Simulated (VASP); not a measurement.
# HfTeSe5 (P4/mmm) in VASP: density of states with PBE

Aim: the density of states of HfTeSe5 with PBE.

Program: VASP 6.6.1. These are calculated values, not measurements. Logs are shortened: lines on timing, memory, paths and dates and some standing lists are left out, and cuts for length are marked.

## (1) The structure

Symmetry: P4/mmm, No. 123, tetragonal system. The conventional cell has a = 4.091 Å, b = 4.091 Å, c = 11.913 Å, α = 90.00°, β = 90.00°, γ = 90.00°. Hf (site symmetry 4/mmm) is surrounded by 8 Se at 2.77 Å. Te (site symmetry 4/mmm) has 4 Se at 2.89 Å as nearest neighbours. Se (site symmetry 2mm) is surrounded by 2 Hf at 2.77 Å and 4 Se at 2.89 Å. Around Se (site symmetry 4/mmm) lie 4 Te at 2.89 Å.

The cell was built by a generator and needn't be a form met in nature.

## (2) Density of states, PBE

POSCAR reads:

```
HfTeSe5
1.0
    4.0911700000      0.0000000000      0.0000000000
    0.0000000000      4.0911700000      0.0000000000
    0.0000000000      0.0000000000     11.9132900000
Hf Te Se
1 1 5
Direct
    0.0000000000      0.0000000000      0.5000000000
    0.5000000000      0.5000000000      0.0000000000
    0.0000000000      0.5000000000      0.3434220000
    0.0000000000      0.5000000000      0.6565780000
    0.5000000000      0.0000000000      0.3434220000
    0.5000000000      0.0000000000      0.6565780000
    0.0000000000      0.0000000000      0.0000000000
```

INCAR.step1 reads:

```
SYSTEM = HfTeSe5
  ALGO = Normal
  EDIFF = 1E-6
  ENCUT = 520
  GGA = PE
  ISIF = 2
  ISMEAR = 0
  KPAR = 4
  LASPH = .TRUE.
  LCHARG = .TRUE.
  LMAXMIX = 4
  LREAL = .FALSE.
  LWAVE = .FALSE.
  NELM = 80
  PREC = Accurate
  SIGMA = 0.1
```

KPOINTS.step1 reads:

```
k-points
0
G
  8 8 4
  0 0 0
```

INCAR.step2 reads:

```
SYSTEM = HfTeSe5
  ALGO = Normal
  EDIFF = 1E-6
  ENCUT = 520
  GGA = PE
  ICHARG = 11
  ISIF = 2
  ISMEAR = -5
  KPAR = 4
  LASPH = .TRUE.
  LCHARG = .FALSE.
  LMAXMIX = 4
  LORBIT = 11
  LREAL = .FALSE.
  LWAVE = .FALSE.
  NEDOS = 1001
  NELM = 80
  PREC = Accurate
  SIGMA = 0.1
```

KPOINTS.step2 reads:

```
k-points
0
G
  12 12 6
  0 0 0
```

Potentials or basis: VASP PAW PBE potentials, release 64 (Hf_pv, Te, Se).

Launch:

```
$ cat potpaw_PBE.64/Hf_pv/POTCAR potpaw_PBE.64/Te/POTCAR potpaw_PBE.64/Se/POTCAR > POTCAR
$ cp INCAR.step1 INCAR
$ cp KPOINTS.step1 KPOINTS
$ mpirun -np 4 vasp_std > vasp.out
$ cp INCAR.step2 INCAR
$ cp KPOINTS.step2 KPOINTS
$ mpirun -np 4 vasp_std > vasp.out
```

OUTCAR:

```text
SYSTEM = HfTeSe5
   EDIFF = 1E-6
   ENCUT = 520
   GGA = PE
   ICHARG = 11
   ISIF = 2
   ISMEAR = -5
   LASPH = .TRUE.
   LORBIT = 11
   LREAL = .FALSE.
   NELM = 80
   PREC = Accurate

 ion  position               nearest neighbor table
   1  0.000  0.000  0.500-   3 2.77   4 2.77   5 2.77   6 2.77   3 2.77   4 2.77   5 2.77   6 2.77

   2  0.500  0.500  0.000-   7 2.89   7 2.89   7 2.89   7 2.89
   3  0.000  0.500  0.343-   1 2.77   1 2.77
   4  0.000  0.500  0.657-   1 2.77   1 2.77
   5  0.500  0.000  0.343-   1 2.77   1 2.77
   6  0.500  0.000  0.657-   1 2.77   1 2.77
   7  0.000  0.000  0.000-   2 2.89   2 2.89   2 2.89   2 2.89

  LATTYP: Found a simple tetragonal cell.
 ALAT       =     4.0911700000
 C/A-ratio  =     2.9119518377

  Lattice vectors:

 A1 = (   4.0911700000,   0.0000000000,   0.0000000000)
 A2 = (   0.0000000000,   4.0911700000,   0.0000000000)
 A3 = (   0.0000000000,   0.0000000000,  11.9132900000)

Analysis of symmetry for initial positions (statically):
=====================================================================
 Subroutine PRICEL returns:
 Original cell was already a primitive cell.

 Routine SETGRP: Setting up the symmetry group for a
 simple tetragonal supercell.

 Subroutine GETGRP returns: Found 16 space group operations
 (whereof 16 operations were pure point group operations)
 out of a pool of 16 trial point group operations.

The static configuration has the point symmetry D_4h.

Analysis of symmetry for dynamics (positions and initial velocities):
=====================================================================
 Subroutine PRICEL returns:
 Original cell was already a primitive cell.

 Routine SETGRP: Setting up the symmetry group for a
 simple tetragonal supercell.

 Subroutine GETGRP returns: Found 16 space group operations
 (whereof 16 operations were pure point group operations)
 out of a pool of 16 trial point group operations.

The dynamic configuration has the point symmetry D_4h.

 Subroutine INISYM returns: Found 16 space group operations
 (whereof 16 operations are pure point group operations),
 and found     1 'primitive' translations

----------------------------------------------------------------------------------------

                                     Primitive cell

  volume of cell :     199.4007

  direct lattice vectors                    reciprocal lattice vectors
     4.091170000  0.000000000  0.000000000     0.244428855  0.000000000  0.000000000
     0.000000000  4.091170000  0.000000000     0.000000000  0.244428855  0.000000000
     0.000000000  0.000000000 11.913290000     0.000000000  0.000000000  0.083939869

  length of vectors
     4.091170000  4.091170000 11.913290000     0.244428855  0.244428855  0.083939869

  position of ions in fractional coordinates (direct lattice)
     0.000000000  0.000000000  0.500000000
     0.500000000  0.500000000  0.000000000
     0.000000000  0.500000000  0.343422000
     0.000000000  0.500000000  0.656578000
     0.500000000  0.000000000  0.343422000
     0.500000000  0.000000000  0.656578000
     0.000000000  0.000000000  0.000000000

  ion indices of the primitive-cell ions
   primitive index   ion index
                 1           1
                 2           2
                 3           3
                 4           4
                 5           5
                 6           6
                 7           7

----------------------------------------------------------------------------------------

 KPOINTS: k-points

Automatic generation of k-mesh.
 Grid dimensions read from file:
 generate k-points for:   12   12    6

 Generating k-lattice:

  Cartesian coordinates                     Fractional coordinates (reciprocal lattice)
     0.020369071  0.000000000  0.000000000     0.083333333  0.000000000  0.000000000
     0.000000000  0.020369071  0.000000000     0.000000000  0.083333333  0.000000000
     0.000000000  0.000000000  0.013989978     0.000000000  0.000000000  0.166666667

  Length of vectors
     0.020369071  0.020369071  0.013989978

  Shift w.r.t. Gamma in fractional coordinates (k-lattice)
     0.000000000  0.000000000  0.000000000

 TETIRR: Found   1296 inequivalent tetrahedra from     5184

 Subroutine IBZKPT returns following result:
 ===========================================

 Found    112 irreducible k-points:

 Following reciprocal coordinates:
            Coordinates               Weight
  0.000000  0.000000  0.000000      1.000000
  0.083333  0.000000  0.000000      4.000000
  0.166667  0.000000  0.000000      4.000000
  0.250000  0.000000  0.000000      4.000000
  0.333333  0.000000  0.000000      4.000000
  0.416667  0.000000  0.000000      4.000000
[... 16 lines left out ...]
  0.333333  0.333333  0.000000      4.000000
  0.416667  0.333333  0.000000      8.000000
 [... further k-points ...]
   k-points           NKPTS =    112   k-points in BZ     NKDIM =    112   number of bands    NBANDS=     27
   number of dos      NEDOS =   1001   number of ions     NIONS =      7
   total plane-waves  NPLWV =  81000
   dimension x,y,z NGX =    30 NGY =   30 NGZ =   90
   dimension x,y,z NGXF=    60 NGYF=   60 NGZF=  180
   ions per type =               1   1   5
   NGX,Y,Z   is equivalent  to a cutoff of  12.19, 12.19, 12.56 a.u.
   NGXF,Y,Z  is equivalent  to a cutoff of  24.38, 24.38, 25.12 a.u.
 SYSTEM =  HfTeSe5
   PREC   = accura    normal or accurate (medium, high low for compatibility)
   ISTART =      0    job   : 0-new  1-cont  2-samecut
   ICHARG =     11    charge: 1-file 2-atom 10-const
   ISPIN  =      1    spin polarized calculation?
   LNONCOLLINEAR =      F non collinear calculations
   LSORBIT =      F    spin-orbit coupling
   LASPH  =      T    aspherical Exc in radial PAW
   ENCUT  =  520.0 eV  38.22 Ry    6.18 a.u.   7.61  7.61 22.15*2*pi/ulx,y,z
   NELM   =     80;   NELMIN=  2; NELMDL=  0     # of ELM steps
   EDIFF  = 0.1E-05   stopping-criterion for ELM
   LREAL  =      F    real-space projection
   EDIFFG = 0.1E-04   stopping-criterion for IOM
   NSW    =      0    number of steps for IOM
   IBRION =     -1    ionic relax: 0-MD 1-quasi-New 2-CG
   NFREE  =      0    steps in history (QN), initial steepest desc. (CG)
   ISIF   =      2    stress and relaxation
   ISYM   =      2    0-nonsym 1-usesym 2-fastsym
   POTIM  = 0.5000    time-step for ionic-motion
   TEBEG  =    0.0;   TEEND  =   0.0 temperature during run
   PSTRESS=    0.0 pullay stress
   NELECT =      46.0000    total number of electrons
   NUPDOWN=      -1.0000    fix difference up-down
   EMIN   =  10.00;   EMAX   =-10.00  energy-range for DOS
   EFERMI =   0.00;   METHOD = LEGACY
   ISMEAR =    -5;   SIGMA  =   0.10  broadening in eV -4-tet -1-fermi 0-gaus
   EFERMI_NEDOS =   21; number of points for ismear=-14 and -15
   IALGO  =     38    algorithm
   IMIX   =      4    mixing-type and parameters
     AMIX     =   0.40;   BMIX     =  1.00
     AMIX_MAG =   1.60;   BMIX_MAG =  1.00
  volume/ion in A,a.u.               =      28.49       192.23
  Fermi-wavevector in a.u.,A,eV,Ry     =   1.004042  1.897364 13.716036  1.008100
  Thomas-Fermi vector in A             =   2.136632
   LORBIT       =     11    0 simple, 1 ext, 2 COOP (PROOUT), +10 PAW based schemes
   GGA     = PE    functional components
   LHFCALC =     F    Hartree Fock is set to
   AEXX    =    0.0000 exact exchange contribution
   IVDW    =     0    specifies the selected vdW correction
   LEPSILON=     F    determine dielectric tensor
   LRPA    =     F    only Hartree local field effects (RPA)
 non-spin polarized calculation
 Fermi weights with tetrahedron method with Bloechl corrections
  energy-cutoff  :      520.00
  volume of cell :      199.40
 maximum number of plane-waves:      5400

 number of electron      46.0000008 magnetization

 Free energy of the ion-electron system (eV)
  ---------------------------------------------------
  ext. energy  EPLUGINS =         0.00000000
  ---------------------------------------------------
  free energy    TOTEN  =       -32.79102241 eV

  energy without entropy =      -32.79102241  energy(sigma->0) =      -32.79102241

 E-fermi :   3.2218     XC(G=0):  -8.9080

 val. band max:        3.3407443460   @ k =   0.2500   0.0833   0.5000
 cond. band min:       3.1075392851   @ k =   0.4167   0.0000   0.0000
 fundamental gap:     -0.2332050609
 Fermi energy:         3.2218044837

 k-point     1 :       0.0000    0.0000    0.0000
  band No.  band energies     occupation
      1     -28.5298      2.00000
      2     -28.5298      2.00000
      3     -28.5001      2.00000
      4     -11.8072      2.00000
      5     -11.2872      2.00000
      6     -10.6644      2.00000
[... 19 lines left out ...]
     26       4.7912      0.00000
     27       4.7912      0.00000

 k-point     2 :       0.0833    0.0000    0.0000
  band No.  band energies     occupation
      1     -28.5322      2.00000
      2     -28.5296      2.00000
      3     -28.4996      2.00000
      4     -11.7564      2.00000
      5     -11.2473      2.00000
      6     -10.6175      2.00000
[... 19 lines left out ...]
     26       4.5818      0.00000
     27       5.2233      0.00000

 k-point     3 :       0.1667    0.0000    0.0000
  band No.  band energies     occupation
      1     -28.5390      2.00000
      2     -28.5292      2.00000
      3     -28.4982      2.00000
      4     -11.6061      2.00000
      5     -11.1282      2.00000
      6     -10.4791      2.00000
[... 594 lines left out ...]
      1     -28.5556      2.00000
      2     -28.5554      2.00000
      3     -28.4887      2.00000
      4     -10.3951      2.00000
      5     -10.2079      2.00000
      6      -9.4858      2.00000
[... 19 lines left out ...]
     26       5.1908      0.00000
     27       5.2982      0.00000

 k-point    24 :       0.4167    0.3333    0.0000
  band No.  band energies     occupation
      1     -28.5621      2.00000
      2     -28.5550      2.00000
      3     -28.4873      2.00000
      4     -10.1006      2.00000
      5      -9.9875      2.00000
      6      -9.5357      2.00000
[... 19 lines left out ...]
     26       5.3500      0.00000
     27       5.6737      0.00000

 [... further k-points ...]
[... 5 lines left out ...]
  --------------------------------------------------------------------------------------
  -------------------------------------------------------------------------------------
  Total        0.1574224      0.1574224     -1.0558747      0.0000000      0.0000000      0.0000000
  in kB        1.2648830      1.2648830     -8.4839127      0.0000000      0.0000000      0.0000000
  external PRESSURE =      -1.9847156 kB  Pullay stress =       0.0000000 kB

 VOLUME and BASIS-vectors are now :
 -----------------------------------------------------------------------------
  energy-cutoff  :      520.00
  volume of cell :      199.40
      direct lattice vectors                 reciprocal lattice vectors
     4.091170000  0.000000000  0.000000000     0.244428855  0.000000000  0.000000000
     0.000000000  4.091170000  0.000000000     0.000000000  0.244428855  0.000000000
     0.000000000  0.000000000 11.913290000     0.000000000  0.000000000  0.083939869

 POSITION                                       TOTAL-FORCE (eV/Angst)
 -----------------------------------------------------------------------------------
      0.00000      0.00000      5.95664         0.000000      0.000000      0.000000
      2.04558      2.04558      0.00000         0.000000      0.000000      0.000000
      0.00000      2.04558      4.09129         0.000000      0.000000      0.036777
      0.00000      2.04558      7.82200         0.000000     -0.000000     -0.036777
      2.04558      0.00000      4.09129         0.000000      0.000000      0.036777
      2.04558      0.00000      7.82200        -0.000000      0.000000     -0.036777
      0.00000      0.00000      0.00000         0.000000      0.000000      0.000000
 -----------------------------------------------------------------------------------
    total drift:                                0.000000      0.000000      0.000000

  FREE ENERGIE OF THE ION-ELECTRON SYSTEM (eV)
  ---------------------------------------------------
  free  energy   TOTEN  =       -32.7910224146 eV

  energy  without entropy=      -32.7910224146  energy(sigma->0) =      -32.79102241

 total charge

# of ion       s       p       d       tot
------------------------------------------
    1        0.289   6.405   1.490   8.185
    2        1.431   1.736   0.040   3.206
    3        1.510   2.213   0.046   3.769
    4        1.510   2.213   0.046   3.769
    5        1.510   2.213   0.046   3.769
    6        1.510   2.213   0.046   3.769
    7        1.508   2.130   0.034   3.672
--------------------------------------------------
tot          9.267  19.125   1.746  30.137
```

Wall time 2.7 min (4 MPI ranks of Intel Xeon 6975P-C (Granite Rapids), shared host); peak memory 0.69 GiB.

What came out:

```yaml
Valence_electrons_inside_the_program's_atomic_spheres: Hf 8.19; Te 3.21; Se 3.77, 3.67
```

Levels at points of the mesh, in eV from the Fermi level:
```
           k point  band 20  band 21  band 22  band 23  band 24  band 25
(0.00, 0.00, 0.00)    -0.09     0.00     0.75     0.75     0.98     1.51
(0.50, 0.00, 0.00)    -1.90    -1.80    -1.71    -1.24    -1.09    -0.90
(0.50, 0.50, 0.00)    -1.28    -0.72     0.43     0.50     1.95     2.65
(0.00, 0.00, 0.50)    -0.04    -0.01     0.75     0.75     1.00     1.51
(0.50, 0.00, 0.50)    -1.80    -1.74    -1.69    -1.64    -1.14    -0.85
(0.50, 0.50, 0.50)    -1.29    -0.77     0.43     0.59     1.96     2.65
```

States per cell in windows of 0.5 eV (zero at the Fermi level; states under -8 eV left out):
```csv
from (eV),total,Hf1_d,Se3_p,Se4_p,Se5_p,Se6_p,Se7_p
-8.0,0.00,0.00,0.00,0.00,0.00,0.00,0.00
-7.5,0.01,0.00,0.00,0.00,0.00,0.00,0.00
-7.0,0.18,0.01,0.02,0.02,0.02,0.02,0.00
-6.5,0.26,0.01,0.02,0.02,0.02,0.02,0.00
-6.0,0.88,0.03,0.09,0.09,0.09,0.09,0.00
-5.5,2.14,0.07,0.18,0.18,0.18,0.18,0.09
-5.0,2.42,0.13,0.21,0.21,0.21,0.21,0.10
-4.5,2.53,0.13,0.21,0.21,0.21,0.21,0.14
-4.0,1.91,0.08,0.13,0.13,0.13,0.13,0.19
-3.5,2.97,0.15,0.24,0.24,0.24,0.24,0.18
-3.0,3.93,0.27,0.34,0.34,0.34,0.34,0.22
-2.5,2.70,0.18,0.20,0.20,0.20,0.20,0.29
-2.0,1.94,0.05,0.13,0.13,0.13,0.13,0.33
-1.5,2.14,0.08,0.17,0.17,0.17,0.17,0.28
-1.0,2.24,0.10,0.15,0.15,0.15,0.15,0.11
-0.5,2.04,0.17,0.13,0.13,0.13,0.13,0.16
0.0,1.83,0.23,0.11,0.11,0.11,0.11,0.17
0.5,2.03,0.39,0.13,0.13,0.13,0.13,0.14
1.0,1.53,0.32,0.12,0.12,0.12,0.12,0.07
1.5,1.62,0.49,0.12,0.12,0.12,0.12,0.04
2.0,0.67,0.16,0.06,0.06,0.06,0.06,0.02
2.5,0.25,0.00,0.04,0.04,0.04,0.04,0.00
3.0,0.04,0.00,0.01,0.01,0.01,0.01,0.00
3.5,0.00,0.00,0.00,0.00,0.00,0.00,0.00
4.0,0.00,0.00,0.00,0.00,0.00,0.00,0.00
4.5,0.00,0.00,0.00,0.00,0.00,0.00,0.00
```

Caveat: the bands computed are all filled at some k points, so no gap is given; this functional lacks dispersion, which binds the layers, so the pressure and a relaxed spacing across them are unreliable.
